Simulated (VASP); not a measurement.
Data:

```
NaSrCl3
1.0
    5.42182     0.00000     0.00000
    0.00000     5.42182     0.00000
    0.00000     0.00000     5.42182
Na Sr Cl
1 1 3
Direct
  0.00000   0.00000   0.00000
  0.50000   0.50000   0.50000
  0.00000   0.50000   0.50000
  0.50000   0.50000   0.00000
  0.50000   0.00000   0.50000
```

Level of theory: r2SCAN meta-GGA, VASP's PBE PAW potentials (set 64) (plane waves; VASP 6.6.1). Run with 400 eV cut-off, 4×4×4 Γ-centred mesh, Gaussian smearing of 0.050 eV, potentials Na_pv Sr_sv Cl.

Q: Give the stress tensor in GPa (positive for a compressed cell).

A: 
```
3.21  0.00  0.00
0.00  3.21  0.00
0.00  0.00  3.21
```
The pressure is its mean diagonal, 3.21 GPa.

The structure was generated: NaSrCl3 was put into the cubic-perovskite type (Pm-3m), which need not be its known phase. The cell was not relaxed at this level. The run is one of a series of settings (GGA removed, LMIXTAU = .TRUE., METAGGA = R2SCAN against the base run), some of them coarse on purpose.
